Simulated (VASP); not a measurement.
**LiTlF2: structure and properties in VASP**

Wanted: the relaxed cell of LiTlF2 and its properties. The steps: rough relaxation of the start cell, full relaxation (PBE), single point with fields (PBE), band structure (PBE), total and projected DOS (PBE), band structure (PBE + SOC) and optical spectrum (PBE). The cell is invented: other elements were put on sites of a known structure type. It may not be a known or stable phase.

Main program and level: VASP 6.6.1; PBE; plane waves and PAW (Li_sv, Tl_d, F), in the first sound run; inputs show where later runs differ.

Report form: the programs' logs are mostly left out.

### Step 1. Set-up

Before any relaxation, the start is as follows. The structure is trigonal, space group R-3m (No. 166). Conventional cell: a = 3.369 Å, b = 3.369 Å, c = 17.259 Å, α = 90.00°, β = 90.00°, γ = 120.00°. Nearest to Li lie 6 F at 2.64 Å. Nearest to Tl lie 6 F at 2.23 Å. Nearest to F lie 3 Tl at 2.23 Å. Farther neighbours and most contacts between anions are not listed.

Structure file:

```xyz
4
Lattice="1.6843 0.9724 5.7532 -1.6843 0.9724 5.7532 0.0000 -1.9449 5.7532" Properties=species:S:1:pos:R:3 pbc="T T T"
Li    0.0000    0.0000    0.0000
Tl    0.0000    0.0000    8.6297
F     0.0000    0.0000    3.9697
F     0.0000    0.0000   13.2898
```

### Step 2. Rough relaxation of the start cell

The start is only an estimate, so a cheap relaxation brings it near a minimum before any careful run. PBE, the usual starting point, adds the gradient of the density.

Contents of INCAR:

```
SYSTEM = LiTlF2
PREC = Normal
ENCUT = 650
EDIFF = 1E-05
NELM = 60
ISMEAR = -1
SIGMA = 0.05
LREAL = .FALSE.
ALGO = Fast
GGA = PE
NBANDS = 21
LORBIT = 11
LWAVE = .FALSE.
LCHARG = .FALSE.
KPAR = 2
IBRION = 2
NSW = 40
ISIF = 3
EDIFFG = -0.04
```

Contents of POSCAR:

```
LiTlF2
1.0
    1.6842998700      0.9724309800      5.7531536200
   -1.6842998700      0.9724309800      5.7531536200
    0.0000000000     -1.9448619700      5.7531536200
Li Tl F
1 1 2
Direct
    0.0000000000      0.0000000000      0.0000000000
    0.5000000000      0.5000000000      0.5000000000
    0.2300000000      0.2300000000      0.2300000000
    0.7700000000      0.7700000000      0.7700000000
```

Contents of KPOINTS:

```
Automatic mesh
0
Gamma
6 6 6
0 0 0
```

Potentials, in the order of the species: Li_sv, Tl_d and F (PBE family, release 64).

On the command line:

```sh
$ mpirun -np 2 vasp_std
```

The job ended after 9.2 min (2 MPI ranks of AMD EPYC 7R43, shared host; peak memory 0.54 GiB; 18 min of CPU time).

The gap is read on the k-mesh alone, so it is an upper bound where the band edges lie off the mesh. This relaxation is a rough one on cheap settings, only to bring the start near its minimum. The run keeps the 12 symmetry operations of its start, so it cannot find a distortion of lower symmetry.

The steps of the relaxation:

| step | energy less that of the first step (eV) | largest force (eV/Å) | pressure (GPa) | volume (Å³) |
| --- | --- | --- | --- | --- |
| 1 | 0.0000 | 4.8899 | 37.05 | 56.54 |
| 2 | -3.4243 | 1.0705 | -3.50 | 87.48 |
| 3 | -3.4300 | 1.2623 | -2.25 | 84.37 |
| 4 | -3.4317 | 1.2194 | -2.49 | 85.00 |
| 5 | -3.6294 | 1.1580 | -2.44 | 82.03 |
| 6 | -4.1275 | 0.8915 | -2.13 | 73.53 |
| 7 | -4.4485 | 0.2064 | 1.71 | 58.25 |
| 8 | -4.4822 | 0.3013 | -0.15 | 62.63 |
| 9 | -4.4897 | 0.1646 | 0.29 | 61.23 |
| 10 | -4.6040 | 0.2281 | -0.44 | 60.33 |
| 11 | -4.6300 | 0.5760 | -0.95 | 59.53 |
| 12 | -4.7089 | 0.3550 | 0.86 | 56.71 |
| 13 | -4.7095 | 0.3290 | 1.06 | 56.39 |
| 14 | -4.7336 | 0.0488 | -0.14 | 58.48 |
| 15 | -4.7337 | 0.0335 | -0.17 | 58.62 |
| 16 | -4.7337 | 0.0251 | -0.25 | 58.69 |
| 17 | -4.7337 | 0.0500 | 0.26 | 58.22 |
| 18 | -4.7341 | 0.0131 | 0.04 | 58.44 |

| conventional cell, symmetrised | before | after | change |
| --- | --- | --- | --- |
| a (Å) | 3.369 | 3.326 | -1.3 % |
| b (Å) | 3.369 | 3.326 | -1.3 % |
| c (Å) | 17.259 | 18.300 | +6.0 % |
| volume (Å³/atom) | 14.13 | 14.61 | +3.4 % |

The atoms that moved most (Å, as changes of fractional coordinates times the final cell):

| atom | dx | dy | dz | length |
| --- | --- | --- | --- | --- |
| F4 | 0.000 | 0.000 | -0.809 | 0.809 |
| F3 | 0.000 | 0.000 | 0.809 | 0.809 |

The relaxed structure:

```xyz
4
Lattice="1.6631 0.9602 6.0999 -1.6631 0.9602 6.0999 0.0000 -1.9203 6.0999" Properties=species:S:1:pos:R:3 pbc="T T T"
Li    0.0000    0.0000    0.0000
Tl    0.0000    0.0000    9.1499
F     0.0000    0.0000    5.0181
F     0.0000    0.0000   13.2817
```

Numbers from this step:

* electrons: 30
* bands: 21
* irreducible k-points: 32
* symmetry operations: 12
* free energy (TOTEN): -16.47 eV
* Fermi energy: 2.659 eV
* pressure: 0.04451 GPa
* metallic: no
* valence top at k: -0.1667, 0.5, 0.1667
* conduction bottom at k: 0.5, 0.5, 0
* least direct gap at k: -0.3333, -0.3333, 0.1667
* SCF cycles over all ionic steps: 194
* gap on the k-mesh: 1.817 eV
* least direct gap on the k-mesh: 2.286 eV

It ends with a largest force of 0.013 eV/Å and a pressure of 0.04 GPa.

### Step 3. Full relaxation (PBE)

Properties are meant for the cell that this level of theory prefers, so cell and atoms are relaxed first (ISIF = 3) until forces and stress are small; EDIFFG sets the threshold.

Contents of INCAR:

```
SYSTEM = LiTlF2
PREC = Accurate
ENCUT = 650
EDIFF = 1E-06
NELM = 100
ISMEAR = -1
SIGMA = 0.05
LREAL = .FALSE.
ALGO = Normal
GGA = PE
NBANDS = 21
LORBIT = 11
LWAVE = .FALSE.
LCHARG = .FALSE.
KPAR = 2
IBRION = 2
NSW = 60
ISIF = 3
EDIFFG = -0.01
```

Contents of POSCAR:

```
LiTlF2
1.0
    1.6630540943      0.9601647256      6.0999251477
   -1.6630540943      0.9601647256      6.0999251477
    0.0000000000     -1.9203294615      6.0999251477
Li Tl F
1 1 2
Direct
    0.0000000000      0.0000000000      0.0000000000
    0.5000000000      0.5000000000      0.5000000000
    0.2742177851      0.2742177851      0.2742177851
    0.7257822149      0.7257822149      0.7257822149
```

Contents of KPOINTS:

```
Automatic mesh
0
Gamma
8 8 8
0 0 0
```

On the command line:

```sh
$ mpirun -np 2 vasp_std
```

Wall time 5 min (2 MPI ranks); peak memory 0.89 GiB; 9.9 min of CPU time.

The steps of the relaxation:

| step | energy less that of the first step (eV) | largest force (eV/Å) | pressure (GPa) | volume (Å³) |
| --- | --- | --- | --- | --- |
| 1 | 0.0000 | 0.0138 | 0.00 | 58.44 |
| 2 | -0.0001 | 0.0106 | 0.01 | 58.44 |
| 3 | -0.0001 | 0.0017 | 0.03 | 58.43 |

| conventional cell, symmetrised | before | after | change |
| --- | --- | --- | --- |
| a (Å) | 3.326 | 3.330 | +0.1 % |
| b (Å) | 3.326 | 3.330 | +0.1 % |
| c (Å) | 18.300 | 18.256 | -0.2 % |
| volume (Å³/atom) | 14.61 | 14.61 | -0.0 % |

Final coordinates:

```cif
data_structure
_symmetry_space_group_name_H-M 'P 1'
_symmetry_Int_Tables_number 1
_cell_length_a 6.3817
_cell_length_b 6.3817
_cell_length_c 6.3817
_cell_angle_alpha 30.244
_cell_angle_beta 30.244
_cell_angle_gamma 30.244
_cell_volume 58.43
loop_
_atom_site_label
_atom_site_type_symbol
_atom_site_fract_x
_atom_site_fract_y
_atom_site_fract_z
_atom_site_occupancy
Li1 Li 0.00000 0.00000 0.00000 1
Tl2 Tl 0.50000 0.50000 0.50000 1
F3 F 0.27436 0.27436 0.27436 1
F4 F 0.72564 0.72564 0.72564 1
```

Numbers from this step:

| Quantity | Value |
| --- | --- |
| irreducible k-points | 65 |
| free energy (TOTEN) | -16.48 eV |
| Fermi energy | 2.692 eV |
| pressure | 0.02683 GPa |
| valence top at k | -0.125, 0.5, 0.125 |
| least direct gap at k | -0.25, 0.25, 0.25 |
| SCF cycles over all ionic steps | 23 |
| gap on the k-mesh | 1.767 eV |
| least direct gap on the k-mesh | 2.295 eV |

It ends with a largest force of 0.002 eV/Å and a pressure of 0.03 GPa.

### Step 4. Single point with fields (PBE)

The relaxed cell gets a fresh self-consistent run, on a basis set for its own volume, to fix the density and to check the remaining stress.

INCAR: that of step 3 with these lines changed.

```diff
@@ -13,7 +13,5 @@
 LWAVE = .FALSE.
-LCHARG = .FALSE.
-KPAR = 2
-IBRION = 2
-NSW = 60
-ISIF = 3
-EDIFFG = -0.01
+LCHARG = .TRUE.
+ISIF = 2
+LELF = .TRUE.
+LVHAR = .TRUE.
```

Contents of POSCAR:

```
LiTlF2
1.0
    1.6648498459      0.9612015033      6.0852503773
   -1.6648498459      0.9612015033      6.0852503773
    0.0000000000     -1.9224030168      6.0852503773
Li Tl F
1 1 2
Direct
    0.0000000000      0.0000000000      0.0000000000
    0.5000000000      0.5000000000      0.5000000000
    0.2743629591      0.2743629591      0.2743629591
    0.7256370409      0.7256370409      0.7256370409
```

KPOINTS is that of step 3.

On the command line:

```sh
$ mpirun -np 2 vasp_std
```

Elapsed: 3.3 min, on 2 MPI ranks; peak memory 0.58 GiB; 6.5 min of CPU time.

This step gave:

```yaml
scf_cycles: 14
bands: 22
fermi_energy: 2.694 eV
pressure: 0.01813 GPa
```

Valence electrons inside each PAW sphere by angular momentum. Sphere charges, by row:

| atom | s (e) | p (e) | d (e) | tot (e) |
| --- | --- | --- | --- | --- |
| Li1 | 2.003 | 0.027 | 0 | 2.03 |
| Tl2 | 1.281 | 0.176 | 9.685 | 11.14 |
| F3 | 1.732 | 4.329 | 0 | 6.061 |
| F4 | 1.732 | 4.329 | 0 | 6.061 |

Electrostatic potential energy in the ac plane of the conventional cell at fractional y = 0.000, with atoms of Li and Tl and F within 0.2 Å of it. With pseudopotentials it is smooth inside the atoms' cores, unlike the true potential.

Ten even steps from '0' (-54 eV) to '9' (5 eV), each cell a mean:
```
56899999999875
99999999999999
99999999999999
99998776788999
99998877788999
78999999999998
01599999999830
88999999999998
99999999999999
99999999999999
66789999999876
00036899986200
00147899986310
88899999999988
99999999999999
99999999999999
66899999999986
01699999999841
99999999999999
99998776788999
99998877788999
99999999999999
99999999999999
34789999999864
```
Columns run along a (3.3 Å; values clipped at the 3rd and 97th percentile), rows up along c (18.3 Å), edges of the conventional cell, whose origin can differ from the input's. Atoms in or near the plane, at fractional coordinates: Li at (0.00, 0.00), Tl at (0.00, 0.50), F at (0.00, 0.27), F at (0.00, 0.73).

ELF in the ac plane of the conventional cell at fractional y = 0.000, with atoms of Li and Tl and F within 0.2 Å of it. It is the smooth field of the valence electrons, not physical close to the nuclei.

Values, 24 rows by 14 columns, each cell a mean:
```
0.57 0.45 0.15 0.03 0.11 0.21 0.25 0.27 0.25 0.18 0.08 0.04 0.24 0.50
0.02 0.01 0.04 0.10 0.22 0.34 0.41 0.43 0.40 0.31 0.18 0.08 0.03 0.01
0.03 0.03 0.05 0.08 0.11 0.14 0.15 0.15 0.15 0.13 0.11 0.08 0.05 0.03
0.06 0.08 0.15 0.24 0.32 0.38 0.40 0.41 0.40 0.36 0.29 0.21 0.12 0.08
0.10 0.10 0.12 0.18 0.26 0.35 0.39 0.41 0.39 0.32 0.23 0.16 0.11 0.10
0.62 0.59 0.49 0.32 0.17 0.11 0.12 0.13 0.12 0.12 0.21 0.37 0.53 0.61
0.65 0.74 0.81 0.73 0.49 0.18 0.04 0.02 0.06 0.28 0.57 0.77 0.80 0.71
0.65 0.63 0.54 0.38 0.19 0.05 0.02 0.01 0.02 0.09 0.25 0.43 0.58 0.64
0.07 0.06 0.04 0.05 0.11 0.22 0.27 0.29 0.26 0.18 0.09 0.04 0.04 0.06
0.06 0.05 0.05 0.08 0.20 0.38 0.49 0.53 0.47 0.32 0.15 0.06 0.04 0.05
0.35 0.34 0.30 0.23 0.16 0.12 0.12 0.13 0.12 0.13 0.18 0.26 0.32 0.35
0.26 0.14 0.25 0.40 0.41 0.28 0.15 0.10 0.18 0.33 0.42 0.36 0.20 0.13
0.23 0.21 0.31 0.40 0.37 0.24 0.13 0.09 0.15 0.29 0.39 0.38 0.27 0.20
0.31 0.28 0.23 0.16 0.12 0.14 0.18 0.20 0.17 0.13 0.13 0.18 0.25 0.29
0.03 0.03 0.03 0.08 0.22 0.41 0.52 0.56 0.51 0.35 0.17 0.06 0.03 0.03
0.15 0.13 0.08 0.06 0.08 0.13 0.17 0.18 0.16 0.11 0.06 0.06 0.10 0.14
0.72 0.72 0.66 0.51 0.29 0.09 0.02 0.01 0.03 0.14 0.36 0.57 0.69 0.72
0.67 0.75 0.80 0.70 0.46 0.16 0.05 0.02 0.06 0.25 0.54 0.75 0.80 0.72
0.49 0.45 0.34 0.22 0.14 0.14 0.18 0.20 0.17 0.13 0.15 0.25 0.38 0.47
0.07 0.08 0.13 0.21 0.30 0.39 0.42 0.43 0.42 0.36 0.28 0.19 0.11 0.08
0.06 0.07 0.13 0.21 0.28 0.33 0.36 0.36 0.35 0.32 0.26 0.19 0.11 0.07
0.02 0.02 0.04 0.07 0.10 0.13 0.15 0.16 0.15 0.12 0.09 0.06 0.03 0.02
0.04 0.02 0.03 0.10 0.24 0.38 0.46 0.48 0.44 0.34 0.20 0.07 0.02 0.03
0.76 0.65 0.25 0.02 0.06 0.13 0.16 0.17 0.16 0.11 0.04 0.05 0.39 0.70
```
Columns run along a (3.3 Å), rows up along c (18.3 Å), edges of the conventional cell, whose origin can differ from the input's. Atoms in or near the plane, at fractional coordinates: Li at (0.00, 0.00), Tl at (0.00, 0.50), F at (0.00, 0.27), F at (0.00, 0.73).

Valence density in the ac plane of the conventional cell at fractional y = 0.000, with atoms of Li and Tl and F within 0.2 Å of it. It is the smooth field of the valence electrons, not physical close to the nuclei.

Values in e/Å³, 24 rows by 14 columns, each cell a mean:
```
 3  1  0  0  0  0  0  0  0  0  0  0  1  2
 0  0  0  0  0  0  0  0  0  0  0  0  0  0
 0  0  0  0  0  0  0  0  0  0  0  0  0  0
 0  0  0  0  0  0  1  1  1  0  0  0  0  0
 0  0  0  0  0  0  0  0  0  0  0  0  0  0
 2  1  1  0  0  0  0  0  0  0  0  0  1  1
11  8  3  1  0  0  0  0  0  0  0  1  4  9
 1  1  1  0  0  0  0  0  0  0  0  0  1  1
 0  0  0  0  0  0  0  0  0  0  0  0  0  0
 0  0  0  0  0  0  0  0  0  0  0  0  0  0
 1  1  0  0  0  0  0  0  0  0  0  0  1  1
 6  5  3  1  1  0  0  0  0  0  1  2  4  5
 4  4  2  1  0  0  0  0  0  0  1  1  3  4
 0  0  0  0  0  0  0  0  0  0  0  0  0  0
 0  0  0  0  0  0  0  0  0  0  0  0  0  0
 0  0  0  0  0  0  0  0  0  0  0  0  0  0
 3  2  1  0  0  0  0  0  0  0  0  0  1  3
10  7  3  1  0  0  0  0  0  0  0  1  4  8
 1  1  0  0  0  0  0  0  0  0  0  0  0  1
 0  0  0  0  0  0  1  1  1  0  0  0  0  0
 0  0  0  0  0  0  0  0  0  0  0  0  0  0
 0  0  0  0  0  0  0  0  0  0  0  0  0  0
 0  0  0  0  0  0  0  0  0  0  0  0  0  0
 5  3  1  0  0  0  0  0  0  0  0  0  1  3
```
Columns run along a (3.3 Å), rows up along c (18.3 Å), edges of the conventional cell, whose origin can differ from the input's. Atoms in or near the plane, at fractional coordinates: Li at (0.00, 0.00), Tl at (0.00, 0.50), F at (0.00, 0.27), F at (0.00, 0.73).

In this run the pressure is 0.02 GPa, small enough to go on.

### Step 5. Band structure (PBE)

Levels along the symmetry lines show where the bands peak and cross; KPOINTS_OPT computes them in the converged potential.

Contents of INCAR:

```
SYSTEM = LiTlF2
PREC = Accurate
ENCUT = 650
EDIFF = 1E-06
NELM = 100
ISMEAR = -1
SIGMA = 0.05
LREAL = .FALSE.
ALGO = Normal
GGA = PE
NBANDS = 29
LORBIT = 11
LWAVE = .FALSE.
LCHARG = .FALSE.
KPAR = 2
```

POSCAR is that of step 4.

KPOINTS is that of step 4.

Contents of KPOINTS_OPT:

```
Line mode
16
Line-mode
Reciprocal
  0.00000000   0.00000000   0.00000000 GAMMA
  0.50000000   0.00000000   0.00000000 L

  0.50000000   0.00000000   0.00000000 L
  0.50000000   0.18330005  -0.18330005 B1

  0.81669995   0.50000000   0.18330005 B
  0.50000000   0.50000000   0.50000000 Z

  0.50000000   0.50000000   0.50000000 Z
  0.00000000   0.00000000   0.00000000 GAMMA

  0.00000000   0.00000000   0.00000000 GAMMA
  0.34165003   0.00000000  -0.34165003 X

  0.65834997   0.34165003   0.00000000 Q
  0.50000000   0.50000000   0.00000000 F

  0.50000000   0.50000000   0.00000000 F
  0.65834997   0.65834997   0.18330005 P1

  0.65834997   0.65834997   0.18330005 P1
  0.50000000   0.50000000   0.50000000 Z

  0.50000000   0.00000000   0.00000000 L
  0.81669995   0.34165003   0.34165003 P
```

On the command line:

```sh
$ mpirun -np 2 vasp_std
```

Wall time 9 min (2 MPI ranks); peak memory 0.86 GiB; 18 min of CPU time.

Spin-orbit coupling is off here; with elements this heavy it splits and shifts levels by tenths of an eV or more.

Numbers from this step:

- bands: 29
- Fermi energy: 2.691 eV
- pressure: 0.01625 GPa
- least gap on mesh and path: 1.767 eV
- least direct gap on mesh and path: 2.295 eV

Electronic bands along the path, in eV, zero at the valence-band top; v1 is the highest filled band, c1 the lowest empty one:

| point | v4 | v3 | v2 | v1 | c1 | c2 | c3 |
| --- | --- | --- | --- | --- | --- | --- | --- |
| Γ | -1.72 | -1.66 | -1.61 | -1.61 | 4.45 | 8.50 | 12.32 |
| 0.47 of the way | -1.91 | -1.66 | -1.64 | -0.82 | 5.49 | 7.06 | 9.38 |
| L | -2.48 | -2.09 | -1.75 | -0.17 | 2.13 | 7.62 | 8.94 |
| 0.53 of the way | -2.43 | -2.03 | -1.93 | -0.03 | 2.67 | 5.86 | 7.88 |
| B1 | -2.39 | -1.93 | -1.88 | -0.14 | 3.49 | 4.07 | 7.98 |
| jump to B | -2.39 | -1.93 | -1.88 | -0.14 | 3.49 | 4.07 | 7.98 |
| 0.53 of the way | -2.03 | -1.92 | -1.66 | -0.65 | 5.30 | 6.83 | 8.97 |
| Z | -1.80 | -1.54 | -1.54 | -0.50 | 3.65 | 9.46 | 11.55 |
| 0.47 of the way | -1.77 | -1.56 | -1.56 | -0.91 | 4.01 | 8.97 | 12.19 |
| Γ | -1.72 | -1.66 | -1.61 | -1.61 | 4.45 | 8.50 | 12.32 |
| 0.47 of the way | -2.04 | -1.78 | -1.55 | -0.71 | 5.92 | 6.33 | 8.78 |
| X | -2.32 | -2.02 | -1.85 | -0.10 | 3.58 | 3.91 | 8.02 |
| jump to Q | -2.32 | -2.02 | -1.85 | -0.10 | 3.58 | 3.91 | 8.02 |
| 0.47 of the way | -2.14 | -1.90 | -1.66 | -0.41 | 2.33 | 6.36 | 7.64 |
| F | -2.24 | -1.61 | -1.58 | -0.54 | 1.77 | 7.37 | 8.92 |
| 0.47 of the way | -2.23 | -1.65 | -1.59 | -0.53 | 1.81 | 7.36 | 8.92 |
| P1 | -2.21 | -1.81 | -1.62 | -0.48 | 1.95 | 7.34 | 8.94 |
| 0.47 of the way | -2.03 | -1.98 | -1.56 | -0.64 | 5.26 | 6.40 | 10.43 |
| Z | -1.80 | -1.54 | -1.54 | -0.50 | 3.65 | 9.46 | 11.55 |
| jump to L | -2.48 | -2.09 | -1.75 | -0.17 | 2.13 | 7.62 | 8.94 |
| 0.53 of the way | -2.14 | -2.13 | -1.69 | -0.28 | 2.06 | 7.49 | 8.94 |
| P | -2.21 | -1.81 | -1.62 | -0.48 | 1.95 | 7.34 | 8.94 |

Of the projections kept (Li, Tl, F), the largest for each band there; the rest of the weight can lie on other orbitals:

| point | v4 | v3 | v2 | v1 | c1 | c2 | c3 |
| --- | --- | --- | --- | --- | --- | --- | --- |
| Γ | F 0.99 | F 0.84 | F 0.99 | F 0.99 | Tl 0.56 | F 0.49 | Tl 0.93 |
| L | F 0.88 | F 0.98 | F 0.99 | F 0.54 | Tl 0.55 | Tl 0.77 | Tl 0.93 |
| B1 | F 0.91 | F 0.93 | F 0.96 | Tl 0.58 | Tl 0.73 | Tl 0.80 | Tl 0.73 |
| B | F 0.91 | F 0.93 | F 0.96 | Tl 0.58 | Tl 0.73 | Tl 0.80 | Tl 0.73 |
| Z | F 1.00 | F 0.99 | F 0.99 | F 0.88 | Tl 0.67 | Li 0.53 | F 0.49 |
| Γ | F 0.99 | F 0.84 | F 0.99 | F 0.99 | Tl 0.56 | F 0.49 | Tl 0.93 |

The path finds the gap of the mesh within 0.02 eV, so the mesh comes close to both band edges.

### Step 6. Total and projected DOS (PBE)

A density of states needs more k-points than a total energy; ISMEAR = -5 takes tetrahedra, and LORBIT projects the states on the PAW spheres. The mesh is finer than in the run before.

INCAR: that of step 5 with these lines changed.

```diff
@@ -5,3 +5,3 @@
 NELM = 100
-ISMEAR = -1
+ISMEAR = -5
 SIGMA = 0.05
@@ -15 +15,2 @@
 KPAR = 2
+NEDOS = 2001
```

POSCAR is that of step 5.

Contents of KPOINTS:

```
Automatic mesh
0
Gamma
12 12 12
0 0 0
```

On the command line:

```sh
$ mpirun -np 2 vasp_std
```

Run time: 11 min. Hardware: 2 MPI ranks; peak memory 1.3 GiB.

Numbers from this step:

```
irreducible k-points : 189
Fermi energy         : 1.796 eV
pressure             : 0.01636 GPa
valence top at k     : -0.3333, 0.25, 0
gap on the k-mesh    : 1.781 eV
```

The density of states has structure finer than the step of the table below, so its rows give means over 1 eV, whole bins alone (the curve runs from -11.9 to 9.72 eV). Peaks (eV: height): total -9.9: 8.39, -9.3: 21.1, -1.7: 10.4, -0.7: 4.04; F p -2.7: 3.68, -1.7: 8.00, -0.7: 2.48; Tl s -3.8: 0.374, -0.6: 0.894; Tl p 5.4: 0.319, 6.6: 0.456, 7.6: 0.562, 7.9: 0.596; Tl d -9.9: 7.85, -9.3: 20.3.

States under -11.9 eV and over 9.7 eV are left out. Density of states against energy, zero at the valence-band top; means over each step; values in states/eV/cell:

| energy (eV) | total | F p | Tl s | Tl p | Tl d |
| --- | --- | --- | --- | --- | --- |
| -11 | 0 | 0 | 0 | 0 | 0 |
| -10 | 4.29 | 0.0107 | 0.0154 | 0.00355 | 4.03 |
| -9 | 5.72 | 0.0146 | 0.00215 | 0.00192 | 5.49 |
| -8 | 0 | 0 | 0 | 0 | 0 |
| -7 | 0 | 0 | 0 | 0 | 0 |
| -6 | 0.456 | 0.0518 | 0.199 | 0.00603 | 0.0185 |
| -5 | 0.596 | 0.112 | 0.225 | 0.0167 | 0.0112 |
| -4 | 0.948 | 0.307 | 0.276 | 0.0139 | 0.0202 |
| -3 | 2.90 | 1.87 | 0.0152 | 0.0604 | 0.0216 |
| -2 | 6.90 | 5.06 | 0.0390 | 0.0591 | 0.0673 |
| -1 | 1.33 | 0.845 | 0.219 | 0.00503 | 0.00857 |
| 0 | 0.867 | 0.408 | 0.299 | 0.00387 | 0.00405 |
| 1 | 0 | 0 | 0 | 0 | 0 |
| 2 | 0.198 | 0.0311 | 0.00547 | 0.0631 | 0.00131 |
| 3 | 0.616 | 0.0797 | 0.0310 | 0.203 | 0.00988 |
| 4 | 0.467 | 0.0412 | 0.0335 | 0.147 | 0.00720 |
| 5 | 0.800 | 0.0780 | 0.0305 | 0.243 | 0.0169 |
| 6 | 0.729 | 0.0712 | 0.0199 | 0.241 | 0.0232 |
| 7 | 0.969 | 0.101 | 0.0200 | 0.345 | 0.0222 |
| 8 | 0.985 | 0.0838 | 0.0157 | 0.395 | 0.0248 |
| 9 | 0.800 | 0.0410 | 0.0169 | 0.246 | 0.0306 |

The gap on this mesh is 1.78 eV. In the top eV of the valence band the largest shares in the PAW spheres are F p 54 % and Tl s 27 %. The rest lies in smaller channels or between the spheres.

(Part 1 of 2 ends here.)

[Lines on the potential files, build, host, timing and source positions are cut from VASP's logs without a mark.]

[Logs are printed without paths, hosts, clocks, repeated set-up lines and the standing remarks that a program may print on its own settings, such as how far it seeks lower states.]

[Hosts, paths, dates, database ids (printed as entryN), source tags and the programs' standing remarks are cut or masked in the printed files.]

[A measured line is paired with the nearest computed mode of its activity, which favours agreement.]
